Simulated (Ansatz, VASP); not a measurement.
# CoSi2 in two plane-wave programs, part 2 of 2

Aim: how closely do two programs agree when they are given the same cell, functional and k mesh? The cell is taken from a series of runs on this material, whose earlier steps may have relaxed, scaled, displaced or heated it; both programs get it as it stands.

VASP 6.6.1 and Ansatz 0.2.0.

So far: The structure; VASP: zone-centre phonons, PBEsol.

**3. Ansatz: zone-centre phonons, PBEsol**

Level of this step: Ansatz beside VASP: Kohn-Sham DFT, plane waves, PBEsol (Ansatz).

Ansatz runs on its PAW soft_1 files.

The same cell, functional, mesh and smearing now go to Ansatz, which takes its cutoff from its data sets.

Input file input.yaml:

```yaml
crystal:
  lattice:
    - [0.0, 2.6384471376, 2.6384471376]
    - [2.6384471376, 0.0, 2.6384471376]
    - [2.6384471376, 2.6384471376, 0.0]
  atoms:
    - { symbol: Si, position: [0.25, 0.25, 0.25] }
    - { symbol: Si, position: [0.75, 0.75, 0.75] }
    - { symbol: Co, position: [0.0, 0.0, 0.0] }
kpoints:
  mp_grid: { grid: [16, 16, 16] }
hamiltonian:
  xc: pbesol
  pseudopotentials: { kind: paw, azcp: { folder: soft_1 }, xc_functional: pbe }
scf:
  occupations: { method: methfessel_paxton, width: 0.2 }
output:
  eigenvalues: true
phonons:
  method: dfpt
```

Command:

```
$ ansatz run input.yaml --threads 4 --pin off --max-ram 10240MiB --backend cpu --events-out ev --progress --plain --runs-dir out
```

Numbers of over 12 decimals in the logs are rounded to 6 here.

What it wrote:

```text
zone centre: on kpoints.mp_grid the ground state, and the responses unless they are solved on pairs of k-points, stand on 349 of the mesh's 4096 k-points, reduced under 8 symmetry operations, with k and −k counted as one. Each operation leaves every solved displacement unchanged or reverses it
Engine: ansatz 0.2.0, x86_64-unknown-linux-gnu
Pseudopotentials: kind: paw
Pseudopotential: Si, paw, valence charge 4, recommended cutoff 420 eV (normal), soft_1/Si.paw.azcp
Pseudopotential: Co, paw, valence charge 17, recommended cutoff 420 eV (normal), soft_1/Co.paw.azcp
Functional definition: PBEsol
  exchange = pbesol_x
  correlation = pbesol_c
Crystal: 3 atoms, lattice volume = 36.735 Å³
Basis set: ecut = 420 eV, 725 PW (Γ), exchange–correlation on 50×50×50 points (8 copies of the dense FFT grid, shifted against one another)
Bands: 17, of which v1, the nominal top of the filled ones, is band 13 counted from 1 (12 counted from 0)
Symmetry: 48 space group operations
k-points: 349 of 4096 (irreducible under 8 space group operations, time reversal used)
Non-local potential: Si, projectors of the file, l = 0: 2, l = 1: 2, l = 2: 1
Non-local potential: Co, projectors of the file, l = 0: 3, l = 1: 2, l = 2: 3, l = 3: 1
PAW form: soft (Blöchl's): semilocal exchange-correlation on the pseudo side does not see the compensation charge
PAW frozen core: Si, regenerated for the run's functional, and the local potential with it (the file was generated under x = pbe(κ = 0.804, μ = 0.219515), c = pbe(β = 0.066725))
PAW frozen core: Co, regenerated for the run's functional, and the local potential with it (the file was generated under x = pbe(κ = 0.804, μ = 0.219515), c = pbe(β = 0.066725))
PAW one-centre angular grid: Si, 110 points (default); XC on 64 Gauss nodes
PAW one-centre angular grid: Co, 590 points (default); XC on 64 Gauss nodes
Initial density: superposition of atomic densities (chi_scale 0.1, normalization cell, long waves kept (reshape's long-wave potential 0.00 eV rms))
Initial wavefunctions: pseudopotential atomic-orbital guess
Functional: x = pbesol(κ = 0.804, μ = 0.123457), c = pbesol(β = 0.046)
SCF iter   1: F=—  HF=-6338.915656 eV  |F-HF|=—  |Δ(HF+E_count)|=         —  Δρ=1.36e-1  dr2=7.61e0  ethr=3.10e-3  ⟨swp⟩=5.1  Hψ=30187  notcnv=0
preconditioner: auto → Kerker (q_TF=auto, 2.559 Å⁻¹)  [metal: Δε(μ)=0.042 eV  Ē_g=9.048 eV  σ=0.200 eV  W_gap=0.18  n_scr=14 (ndim 8)  ℏωp=25.3 eV  f_vac=0.000  D(μ)=0.92/eV (n_scr^D=8)]
SCF iter   2: F=—  HF=-6338.203068 eV  |F-HF|=—  |Δ(HF+E_count)|=   7.13e-1  S|Δr|=    0.00e0  Δρ=5.94e-2  dr2=2.00e0  ethr=3.10e-3  ⟨swp⟩=2.8  Hψ=12491  notcnv=0  defer=77
SCF iter   3: F=—  HF=-6337.741558 eV  |F-HF|=—  |Δ(HF+E_count)|=   4.62e-1  S|Δr|=    0.00e0  Δρ=2.12e-2  dr2=2.26e-1  ethr=3.10e-3  ⟨swp⟩=2.1  Hψ=10281  notcnv=0  defer=77
SCF iter   4: F=—  HF=-6337.713731 eV  |F-HF|=—  |Δ(HF+E_count)|=   2.78e-2  S|Δr|=    0.00e0  Δρ=9.64e-3  dr2=2.46e-2  ethr=9.05e-4  ⟨swp⟩=1.3  Hψ=8795  notcnv=0  defer=73
SCF iter   5: F=—  HF=-6337.713096 eV  |F-HF|=—  |Δ(HF+E_count)|=   6.35e-4  S|Δr|=    0.00e0  Δρ=3.32e-3  dr2=5.19e-3  ethr=9.82e-5  ⟨swp⟩=1.1  Hψ=6093  notcnv=0  defer=73
SCF iter   6: F=—  HF=-6337.712372 eV  |F-HF|=—  |Δ(HF+E_count)|=   7.24e-4  S|Δr|=    0.00e0  Δρ=8.68e-4  dr2=4.52e-4  ethr=2.08e-5  ⟨swp⟩=1.0  Hψ=5931  notcnv=0  defer=73
SCF iter   7: F=—  HF=-6337.712352 eV  |F-HF|=—  |Δ(HF+E_count)|=   2.04e-5  S|Δr|=    0.00e0  Δρ=1.36e-4  dr2=1.14e-5  ethr=1.81e-6  ⟨swp⟩=2.2  Hψ=8833  notcnv=0  defer=73
SCF iter   8: F=—  HF=-6337.712352 eV  |F-HF|=—  |Δ(HF+E_count)|=   4.12e-7  S|Δr|=    0.00e0  Δρ=1.39e-5  dr2=1.14e-7  ethr=4.55e-8  ⟨swp⟩=2.1  Hψ=7492  notcnv=0  defer=73
SCF iter   9: F=—  HF=-6337.712355 eV  |F-HF|=—  |Δ(HF+E_count)|=   2.44e-6  S|Δr|=    0.00e0  Δρ=2.65e-6  dr2=2.25e-9  ethr=4.57e-10  ⟨swp⟩=2.0  Hψ=8660  notcnv=0  defer=73
SCF iter  10: F=-6337.712355 eV  HF=-6337.712355 eV  |F-HF|=7.28e-12  |Δ(HF+E_count)|=  1.67e-10  S|Δr|=    0.00e0  Δρ=1.84e-7  dr2=5.92e-12  ethr=1.00e-12  ⟨swp⟩=5.8  Hψ=32218  notcnv=0
SCF 1 converged in 10 iterations: F = -6337.712355 eV  dr2 = 5.92e-12
  greatest PAW one-centre occupation: 1.000 electrons in one spin orbital (limit 2), on the Co atom at site 2 (counted from 0), in its partial waves of l = 1
DFPT response loops at Γ: preconditioner auto → Kerker (q_TF=auto, 2.559 Å⁻¹) (partly filled bands, converged f_vac=0.000); β = 1.00, the filter's whole step (`scf.mixing.beta` (0.50) is not read by the response loops under this deck's `scf.mixing.preconditioner`; to damp them name `kerker` or `kerker_dos`, under which they read `scf.mixing.beta`, and type it under 1.00, their step now; both keys bind the ground state too); Broyden in place of MSR1
SCF converged after 10 iterations
Stability not checked: this state was not tested for a lower state beside it, because cold or Methfessel-Paxton smearing, or corrected tetrahedra, fill the levels in a way that the test cannot read (fill_not_monotonic; see scf.lower_state_search)
Free energy (F): -6337.712355 eV
Harris-Foulkes:  -6337.712355 eV  (|F-HF|=7.28e-12)
Internal energy: -6337.713083 eV  (E = F + TS)
E sigma→0 (E₀):  -6337.712537 eV
Entropy (-TS):   0.000729 eV (0.243 meV/atom)
Fermi energy:    13.484963 eV
--- Per-component energies (eV) ---
  E_band       = -270.268005
  E_kinetic    = 387.391919
  E_local      = -3859.808814  (includes V_loc(G=0)·N_el)
  E_nonlocal   = 481.629105
  E_hartree    = 1752.369021
  E_xc         = -209.466435
  E_vxc        = -222.032035  (∫ρ·V_xc dr)
  E_paw        = -2536.836681  (= ΣΔE_a)
  E_vpaw       = -562.186161  (= ΣTr[D̂ρ^β])
  E_aug_tail   = 0.000042  (compensation charges beyond the density's cutoff)
  E_ewald      = -2353.242781
  E_core_change = 0.251541  (= ΣΔE_core)
  E_smearing   = 0.000729  (= −TS)
  E_closure    = -0.000000  (closes the sum)
  Σ components = -6337.712355   (vs F -6337.712355, Δ=0.00e0)
--- Band table (eV; the first three rows and the last of 349) ---
  k-point 0: bands = [... 9 lower, 11.4472, 14.7269, 16.9334, 16.9334, 16.9334, 17.1296, 17.1296, 17.1296]
  k-point 1: bands = [... 9 lower, 11.4275, 14.7542, 15.8925, 16.4434, 16.4434, 17.6540, 17.6540, 18.2372]
  k-point 2: bands = [... 9 lower, 11.3774, 14.3112, 15.4726, 15.8866, 15.8866, 18.1351, 18.1351, 18.8329]
  k-point 348: bands = [... 9 lower, 11.0661, 11.4109, 11.9430, 12.7862, 17.3553, 17.3553, 19.3230, 20.2563]
--- Phonons (Γ-DFPT): 2 representative perturbations + reference, on 349 of 4096 k-points (Σ response iterations 6) ---
  k mesh reduced under 8 symmetry operations, with k and −k counted as one. Each operation leaves every solved displacement unchanged or reverses it
  ASR residual: 3.529e-5 → 0.000e0 eV/Å²; symmetrization residual: 5.408e-7 eV/Å²
  ASR residual per site (eV/Å²): 3.53e-5 3.53e-5 1.12e-5
  Γ frequencies (cm⁻¹): 0.00 0.00 0.00 355.93 355.93 355.93 356.91 356.91 356.91
  non-analytic LO–TO correction: not included (Born effective charges unavailable; polar crystals: no LO–TO splitting at Γ)
```

**4. Differences**

Known differences besides the potentials themselves: the data sets hold 25 valence electrons in Ansatz (on its PAW soft_1 files) and 17 in VASP; the cutoff is 420 eV in Ansatz and 600 eV in VASP; Ansatz makes its cores anew for this functional, VASP keeps those of its PBE data sets. Total energies have different zeros and are not compared.

Both answers:

| quantity | Ansatz | VASP | difference |
| --- | --- | --- | --- |
| optical mode 1 to 3 (cm⁻¹) | 355.9 | 356.9 | -0.28 % |
| optical mode 4 to 6 (cm⁻¹) | 356.9 | 359.1 | -0.61 % |

Modes are paired by rising frequency, not by their patterns, so a pair may set unlike modes beside each other; they are those without the splitting of longitudinal modes.

**5. Summary of results**

```
r.m.s. difference of the optical zone-centre modes, each program's sorted by frequency (zone-centre phonons, PBEsol) : 1.7 cm⁻¹
difference in optical mode 4 to 6 (zone-centre phonons, PBEsol)                                                      : -0.6 %
```

**Reading.** The r.m.s. difference of the optical zone-centre modes, each program's sorted by frequency is 1.7 cm⁻¹ (zone-centre phonons, PBEsol). The data sets hold unlike numbers of valence electrons (25 in Ansatz and 17 in VASP), so part of the differences comes from the potentials. Among the rows given in per cent, the largest difference of the zone-centre phonons, PBEsol pair is in optical mode 4 to 6, -0.6 %. How closely two codes agree says nothing of how well the functional describes the real material.

[Lines on the potential files, build, host, timing and source positions are cut from VASP's logs without a mark.]

[Logs are printed without paths, hosts, clocks, repeated set-up lines and the standing remarks that a program may print on its own settings, such as how far it seeks lower states.]

[Hosts, paths, dates, database ids (printed as entryN), source tags and the programs' standing remarks are cut or masked in the printed files.]
